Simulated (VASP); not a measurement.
# Ba2C3 (Pm-3m) in VASP: relaxation of cell and atoms with PBE

Aim: the relaxation of cell and atoms of Ba2C3 with PBE.

Everything below comes from runs of VASP 6.6.1. Logs are shortened: lines on timing, memory, paths and dates and some standing lists are left out, and cuts for length are marked.

**1. The cell of the first run**

The structure is cubic, space group Pm-3m (No. 221). Conventional cell: a = 4.786 Å, b = 4.786 Å, c = 4.786 Å, α = 90.00°, β = 90.00°, γ = 90.00°. Ba (site symmetry m-3m) is surrounded by 12 C at 3.38 Å. Ba (site symmetry m-3m) is surrounded by 6 C at 2.39 Å. C (site symmetry 4/mmm) is surrounded by 2 Ba at 2.39 Å.

The cell was built by a generator and needn't be a form met in nature.

**2. Relaxation of cell and atoms, PBE (random cell by space group and Wyckoff sites (Pm-3m, No. 221))**

Contents of INCAR:

```
SYSTEM = Ba2C3
ALGO = Normal
EDIFF = 1E-7
EDIFFG = -0.01
ENCUT = 600
GGA = PE
IBRION = 2
ISIF = 3
ISMEAR = 0
LASPH = .True.
LCHARG = .False.
LREAL = .False.
LWAVE = .False.
NELM = 100
NSW = 100
PREC = Accurate
SIGMA = 0.1
```

Contents of KPOINTS:

```
k-points
0
Gamma
  8 8 8
  0 0 0
```

Contents of POSCAR:

```
Ba2C3
1.0
    4.7857087020      0.0000000000      0.0000000000
    0.0000000000      4.7857087020      0.0000000000
    0.0000000000      0.0000000000      4.7857087020
Ba C
2 3
Direct
    0.5000000000      0.5000000000      0.5000000000
    0.0000000000      0.0000000000      0.0000000000
    0.5000000000      0.0000000000      0.0000000000
    0.0000000000      0.5000000000      0.0000000000
    0.0000000000      0.0000000000      0.5000000000
```

Potentials or basis: VASP PAW PBE potentials, release 64 (Ba_sv, C).

Launch:

```
$ cat potpaw_PBE.64/Ba_sv/POTCAR potpaw_PBE.64/C/POTCAR > POTCAR
$ mpirun -np 1 vasp_std > vasp.out
```

OUTCAR:

```text
SYSTEM = Ba2C3
   EDIFF = 1E-7
   EDIFFG = -0.01
   ENCUT = 600
   GGA = PE
   IBRION = 2
   ISIF = 3
   ISMEAR = 0
   LASPH = .True.
   LREAL = .False.
   NELM = 100
   NSW = 100
   PREC = Accurate

 ion  position               nearest neighbor table
   1  0.500  0.500  0.500-   3 3.38   4 3.38   5 3.38   3 3.38   4 3.38   3 3.38   5 3.38   3 3.38
                             4 3.38   5 3.38   4 3.38   5 3.38   2 4.14   2 4.14   2 4.14   2 4.14
   2  0.000  0.000  0.000-   3 2.39   4 2.39   5 2.39   5 2.39   4 2.39   3 2.39   1 4.14   1 4.14
                             1 4.14   1 4.14   1 4.14   1 4.14   1 4.14   1 4.14
   3  0.500  0.000  0.000-   2 2.39   2 2.39   1 3.38   1 3.38   1 3.38   1 3.38
   4  0.000  0.500  0.000-   2 2.39   2 2.39   1 3.38   1 3.38   1 3.38   1 3.38
   5  0.000  0.000  0.500-   2 2.39   2 2.39   1 3.38   1 3.38   1 3.38   1 3.38

  LATTYP: Found a simple cubic cell.
 ALAT       =     4.7857087020

  Lattice vectors:

 A1 = (   4.7857087020,   0.0000000000,   0.0000000000)
 A2 = (   0.0000000000,   4.7857087020,   0.0000000000)
 A3 = (   0.0000000000,   0.0000000000,   4.7857087020)

Analysis of symmetry for initial positions (statically):
=====================================================================
 Subroutine PRICEL returns:
 Original cell was already a primitive cell.

 Routine SETGRP: Setting up the symmetry group for a
 simple cubic supercell.

 Subroutine GETGRP returns: Found 48 space group operations
 (whereof 48 operations were pure point group operations)
 out of a pool of 48 trial point group operations.

The static configuration has the point symmetry O_h .

Analysis of symmetry for dynamics (positions and initial velocities):
=====================================================================
 Subroutine PRICEL returns:
 Original cell was already a primitive cell.

 Routine SETGRP: Setting up the symmetry group for a
 simple cubic supercell.

 Subroutine GETGRP returns: Found 48 space group operations
 (whereof 48 operations were pure point group operations)
 out of a pool of 48 trial point group operations.

The dynamic configuration has the point symmetry O_h .

 Subroutine INISYM returns: Found 48 space group operations
 (whereof 48 operations are pure point group operations),
 and found     1 'primitive' translations

----------------------------------------------------------------------------------------

                                     Primitive cell

  volume of cell :     109.6071

  direct lattice vectors                    reciprocal lattice vectors
     4.785708702  0.000000000  0.000000000     0.208955468  0.000000000  0.000000000
     0.000000000  4.785708702  0.000000000     0.000000000  0.208955468  0.000000000
     0.000000000  0.000000000  4.785708702     0.000000000  0.000000000  0.208955468

  length of vectors
     4.785708702  4.785708702  4.785708702     0.208955468  0.208955468  0.208955468

  position of ions in fractional coordinates (direct lattice)
     0.500000000  0.500000000  0.500000000
     0.000000000  0.000000000  0.000000000
     0.500000000  0.000000000  0.000000000
     0.000000000  0.500000000  0.000000000
     0.000000000  0.000000000  0.500000000

  ion indices of the primitive-cell ions
   primitive index   ion index
                 1           1
                 2           2
                 3           3
                 4           4
                 5           5

----------------------------------------------------------------------------------------

 KPOINTS: k-points

Automatic generation of k-mesh.
 Grid dimensions read from file:
 generate k-points for:    8    8    8

 Generating k-lattice:

  Cartesian coordinates                     Fractional coordinates (reciprocal lattice)
     0.026119433  0.000000000  0.000000000     0.125000000  0.000000000  0.000000000
     0.000000000  0.026119433  0.000000000     0.000000000  0.125000000  0.000000000
     0.000000000  0.000000000  0.026119433     0.000000000  0.000000000  0.125000000

  Length of vectors
     0.026119433  0.026119433  0.026119433

  Shift w.r.t. Gamma in fractional coordinates (k-lattice)
     0.000000000  0.000000000  0.000000000

 Subroutine IBZKPT returns following result:
 ===========================================

 Found     35 irreducible k-points:

 Following reciprocal coordinates:
            Coordinates               Weight
  0.000000  0.000000  0.000000      1.000000
  0.125000  0.000000  0.000000      6.000000
  0.250000  0.000000  0.000000      6.000000
  0.375000  0.000000  0.000000      6.000000
  0.500000  0.000000  0.000000      3.000000
  0.125000  0.125000  0.000000     12.000000
[... 16 lines left out ...]
  0.375000  0.375000  0.125000     24.000000
  0.500000  0.375000  0.125000     24.000000
 [... further k-points ...]
   k-points           NKPTS =     35   k-points in BZ     NKDIM =     35   number of bands    NBANDS=     20
   number of dos      NEDOS =    301   number of ions     NIONS =      5
   total plane-waves  NPLWV =  64000
   dimension x,y,z NGX =    40 NGY =   40 NGZ =   40
   dimension x,y,z NGXF=    80 NGYF=   80 NGZF=   80
   ions per type =               2   3
   NGX,Y,Z   is equivalent  to a cutoff of  13.90, 13.90, 13.90 a.u.
   NGXF,Y,Z  is equivalent  to a cutoff of  27.79, 27.79, 27.79 a.u.
 SYSTEM =  Ba2C3
   PREC   = accura    normal or accurate (medium, high low for compatibility)
   ISTART =      0    job   : 0-new  1-cont  2-samecut
   ICHARG =      2    charge: 1-file 2-atom 10-const
   ISPIN  =      1    spin polarized calculation?
   LNONCOLLINEAR =      F non collinear calculations
   LSORBIT =      F    spin-orbit coupling
   LASPH  =      T    aspherical Exc in radial PAW
   ENCUT  =  600.0 eV  44.10 Ry    6.64 a.u.   9.56  9.56  9.56*2*pi/ulx,y,z
   NELM   =    100;   NELMIN=  2; NELMDL= -5     # of ELM steps
   EDIFF  = 0.1E-06   stopping-criterion for ELM
   LREAL  =      F    real-space projection
   EDIFFG = -.1E-01   stopping-criterion for IOM
   NSW    =    100    number of steps for IOM
   IBRION =      2    ionic relax: 0-MD 1-quasi-New 2-CG
   NFREE  =      1    steps in history (QN), initial steepest desc. (CG)
   ISIF   =      3    stress and relaxation
   ISYM   =      2    0-nonsym 1-usesym 2-fastsym
   POTIM  = 0.5000    time-step for ionic-motion
   TEBEG  =    0.0;   TEEND  =   0.0 temperature during run
   PSTRESS=    0.0 pullay stress
   NELECT =      32.0000    total number of electrons
   NUPDOWN=      -1.0000    fix difference up-down
   EMIN   =  10.00;   EMAX   =-10.00  energy-range for DOS
   EFERMI =   0.00;   METHOD = LEGACY
   ISMEAR =     0;   SIGMA  =   0.10  broadening in eV -4-tet -1-fermi 0-gaus
   EFERMI_NEDOS =   21; number of points for ismear=-14 and -15
   IALGO  =     38    algorithm
   IMIX   =      4    mixing-type and parameters
     AMIX     =   0.40;   BMIX     =  1.00
     AMIX_MAG =   1.60;   BMIX_MAG =  1.00
  volume/ion in A,a.u.               =      21.92       147.93
  Fermi-wavevector in a.u.,A,eV,Ry     =   1.086039  2.052315 16.047795  1.179480
  Thomas-Fermi vector in A             =   2.222166
   LORBIT       =      0    0 simple, 1 ext, 2 COOP (PROOUT), +10 PAW based schemes
   GGA     = PE    functional components
   LHFCALC =     F    Hartree Fock is set to
   AEXX    =    0.0000 exact exchange contribution
   IVDW    =     0    specifies the selected vdW correction
   LEPSILON=     F    determine dielectric tensor
   LRPA    =     F    only Hartree local field effects (RPA)
 conjugate gradient relaxation of ions
 non-spin polarized calculation
 Gauss-broadening in eV      SIGMA  =   0.10
  energy-cutoff  :      600.00
  volume of cell :      109.61
 maximum number of plane-waves:      3743
 NGX is ok and might be reduce to    40
   NGX = 19   NGY = 19   NGZ = 19

--------------------------------------- Ionic step        1  -------------------------------------------

 number of electron      31.9999998 magnetization

 Free energy of the ion-electron system (eV)
  ---------------------------------------------------
  ext. energy  EPLUGINS =         0.00000000
  ---------------------------------------------------
  free energy    TOTEN  =       -18.80541687 eV

  energy without entropy =      -18.76971590  energy(sigma->0) =      -18.78756639

------------------------ aborting loop because EDIFF is reached ----------------------------------------

  FORCE on cell =-STRESS in cart. coord.  units (eV):
  Direction    XX          YY          ZZ          XY          YZ          ZX
  --------------------------------------------------------------------------------------
  -------------------------------------------------------------------------------------
  Total        1.6486708      1.6486708      1.6486708     -0.0000000      0.0000000     -0.0000000
  in kB       24.0993733     24.0993733     24.0993733     -0.0000000      0.0000000     -0.0000000
  external PRESSURE =      24.0993733 kB  Pullay stress =       0.0000000 kB
[... 24 lines left out ...]
  energy  without entropy=      -18.7697159020  energy(sigma->0) =      -18.78756639

--------------------------------------- Ionic step        2  -------------------------------------------

 number of electron      31.9999998 magnetization

 E-fermi :   1.7128     XC(G=0):  -9.1678

 val. band max:        1.7060120549   @ k =   0.2500   0.2500   0.1250
 cond. band min:       1.7172779998   @ k =   0.2500   0.1250   0.1250
 fundamental gap:      0.0112659449
 Fermi energy:         1.7127874128

 k-point     1 :       0.0000    0.0000    0.0000
  band No.  band energies     occupation
      1     -25.4583      2.00000
      2     -24.1684      2.00000
      3     -10.6927      2.00000
      4     -10.6927      2.00000
      5     -10.6927      2.00000
      6     -10.0128      2.00000
[... 12 lines left out ...]
     19       4.2237      0.00000
[... 566 lines left out ...]
  energy  without entropy=      -18.8152403509  energy(sigma->0) =      -18.83314956

--------------------------------------- Ionic step        3  -------------------------------------------

 number of electron      32.0000000 magnetization

 Free energy of the ion-electron system (eV)
  ---------------------------------------------------
  ext. energy  EPLUGINS =         0.00000000
  ---------------------------------------------------
  free energy    TOTEN  =       -18.85267193 eV

  energy without entropy =      -18.81715896  energy(sigma->0) =      -18.83491545

 E-fermi :   1.6573     XC(G=0):  -9.1195

 val. band max:        1.6511012876   @ k =   0.2500   0.2500   0.1250
 cond. band min:       1.6612437290   @ k =   0.2500   0.1250   0.1250
 fundamental gap:      0.0101424414
 Fermi energy:         1.6573219200

 k-point     1 :       0.0000    0.0000    0.0000
  band No.  band energies     occupation
      1     -25.5518      2.00000
      2     -24.2213      2.00000
      3     -10.7693      2.00000
      4     -10.7693      2.00000
      5     -10.7693      2.00000
      6     -10.0622      2.00000
[... 12 lines left out ...]
     19       4.1016      0.00000
[... 562 lines left out ...]
  FREE ENERGIE OF THE ION-ELECTRON SYSTEM (eV)
  ---------------------------------------------------
  free  energy   TOTEN  =       -18.8526719304 eV

  energy  without entropy=      -18.8171589641  energy(sigma->0) =      -18.83491545

 reached required accuracy - stopping structural energy minimisation
```

Wall time 94 s (1 thread of Intel Xeon 6975P-C (Granite Rapids), shared host); peak memory 0.3 GiB.

What came out:

```yaml
Free_energy: -18.8527 eV
Relaxed_volume: 23.25 Å³/atom
Relaxed_cell: a = 4.881 Å, b = 4.881 Å, c = 4.881 Å, α = 90.00°, β = 90.00°, γ = 90.00°
Space_group_after_relaxing_to_0.05_Å: Pm-3m (No. 221)
Energy_gained_by_relaxing: 9.5 meV/atom
Ionic_steps: 3
Pressure_after_relaxing: 0.0 GPa
Band_gap_on_the_k_mesh: none (metal or under the smearing width)
```

The path:
| step | energy change (eV) | largest force (eV/Å) | pressure (GPa) | volume (Å³) |
| --- | --- | --- | --- | --- |
| 1 | 0.0000 | 0.0000 | 2.41 | 109.61 |
| 2 | -0.0456 | 0.0000 | 0.42 | 114.92 |
| 3 | -0.0473 | 0.0000 | -0.03 | 116.26 |

Final structure:
```cif
data_structure
_symmetry_space_group_name_H-M 'P 1'
_symmetry_Int_Tables_number 1
_cell_length_a 4.8807
_cell_length_b 4.8807
_cell_length_c 4.8807
_cell_angle_alpha 90.000
_cell_angle_beta 90.000
_cell_angle_gamma 90.000
_cell_volume 116.26
loop_
_atom_site_label
_atom_site_type_symbol
_atom_site_fract_x
_atom_site_fract_y
_atom_site_fract_z
_atom_site_occupancy
Ba1 Ba 0.50000 0.50000 0.50000 1
Ba2 Ba 0.00000 0.00000 0.00000 1
C1 C 0.50000 0.00000 0.00000 1
C2 C 0.00000 0.50000 0.00000 1
C3 C 0.00000 0.00000 0.50000 1
```

Levels at points of the mesh, in eV from the Fermi level:
| k point | band 12 | band 13 | band 14 | band 15 | band 16 | band 17 | band 18 | band 19 | band 20 |
| --- | --- | --- | --- | --- | --- | --- | --- | --- | --- |
| (0.00, 0.00, 0.00) | 0.08 | 0.08 | 0.08 | 0.19 | 0.19 | 0.19 | 2.44 | 2.44 | 2.44 |
| (0.50, 0.00, 0.00) | -1.31 | -0.75 | -0.66 | -0.66 | -0.66 | -0.34 | -0.34 | 2.43 | 2.43 |
| (0.50, 0.50, 0.00) | -2.58 | -1.61 | -1.11 | -1.11 | -1.05 | -0.10 | -0.10 | 1.10 | 2.46 |
| (0.50, 0.50, 0.50) | -1.89 | -1.89 | -1.89 | -1.59 | -1.59 | -0.56 | 1.22 | 1.22 | 1.22 |
